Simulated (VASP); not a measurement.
The system is Ba2Tl5V3O12.

```
Ba V Tl O
1.0
     8.15421    0.00000    0.00000
    -4.07711    7.06176    0.00000
     0.00000    0.00000    6.92128
Ba V Tl O
2 3 5 12
Direct
  0.00000 0.00000 0.23552
  0.00000 0.00000 0.76448
  0.50000 0.00000 0.00000
  0.00000 0.50000 0.00000
  0.50000 0.50000 0.00000
  0.50000 0.00000 0.50000
  0.00000 0.50000 0.50000
  0.50000 0.50000 0.50000
  0.33333 0.66667 0.22489
  0.66667 0.33333 0.77511
  0.33890 0.34334 0.81444
  0.65666 0.99556 0.81444
  0.00444 0.66110 0.81444
  0.34334 0.33890 0.18556
  0.99556 0.65666 0.18556
  0.66110 0.00444 0.18556
  0.66110 0.65666 0.18556
  0.34334 0.00444 0.18556
  0.99556 0.33890 0.18556
  0.65666 0.66110 0.81444
  0.00444 0.34334 0.81444
  0.33890 0.99556 0.81444
```

The cell was built by a generator and needn't be a form met in nature.

* Program: VASP 6.6.1
* Task: relaxation of cell and atoms
* Functional: LDA
* Potentials or basis: VASP PAW LDA potentials, release 64 (Ba_sv, V_sv, Tl_d, O)
* Cutoff: 600 eV
* k mesh: 4 × 4 × 4
* Occupations: fermi-dirac, width 0.05 eV
* Spin: collinear spin, ferromagnetic start
* Starting moments: [0.0, 0.0, 2.0, 2.0, 2.0, 0.0, 0.0, 0.0, 0.0, 0.0, 0.0, 0.0, 0.0, 0.0, 0.0, 0.0, 0.0, 0.0, 0.0, 0.0, 0.0, 0.0] μB

At the start: pressure -6.3 GPa; volume 18.12 Å³/atom.

Where does the relaxation end?

Over 15 steps the energy falls by 30.1 meV/atom and the volume is 16.56 Å³/atom (-8.6 %); space group P-3m1 (No. 164, to 0.05 Å); moment 0.00 μB per cell.

The path:
```csv
step,energy change (eV),largest force (eV/Å),pressure (GPa),volume (Å³)
1,0.0000,0.4534,-6.34,398.55
2,0.0617,2.0155,6.79,358.64
3,-0.4585,0.6520,-0.75,378.29
4,-0.6307,0.2109,-0.19,368.67
5,-0.6409,0.2404,0.06,365.69
6,-0.6542,0.1533,-0.09,365.44
7,-0.6593,0.0867,-0.24,365.17
8,-0.6599,0.0898,0.43,363.49
9,-0.6614,0.0461,0.12,364.26
10,-0.6628,0.0250,-0.03,364.45
11,-0.6628,0.0243,-0.02,364.45
12,-0.6629,0.0134,0.01,364.35
13,-0.6629,0.0104,0.04,364.28
14,-0.6629,0.0107,-0.04,364.43
15,-0.6629,0.0055,0.00,364.37
```

Final structure:
```xyz
22
Lattice="7.9161 0.0001 0.0002 -3.9579 6.8556 -0.0002 0.0002 -0.0001 6.7141" Properties=species:S:1:pos:R:3 pbc="T T T"
Ba    7.9161    0.0001    1.6153
Ba   -3.9578    6.8555    5.0988
V     3.9580    0.0001    0.0001
V    -1.9790    3.4278   -0.0001
V     1.9791    3.4278    0.0000
Tl    3.9581    0.0000    3.3572
Tl   -1.9789    3.4277    3.3569
Tl    1.9792    3.4278    3.3570
Tl    0.0001    4.5704    1.5304
Tl    3.9582    2.2852    5.1837
O     1.3172    2.3417    5.4375
O     1.2718    6.8253    5.4373
O    -2.5883    4.5440    5.4373
O     1.3696    2.3115    1.2766
O     5.2751    4.5139    1.2768
O     5.2296    0.0304    1.2768
O     2.6411    4.5138    1.2766
O     2.6865    0.0303    1.2768
O     6.5466    2.3116    1.2768
O     2.5887    4.5441    5.4375
O    -1.3168    2.3416    5.4373
O    -1.2712    6.8252    5.4373
```
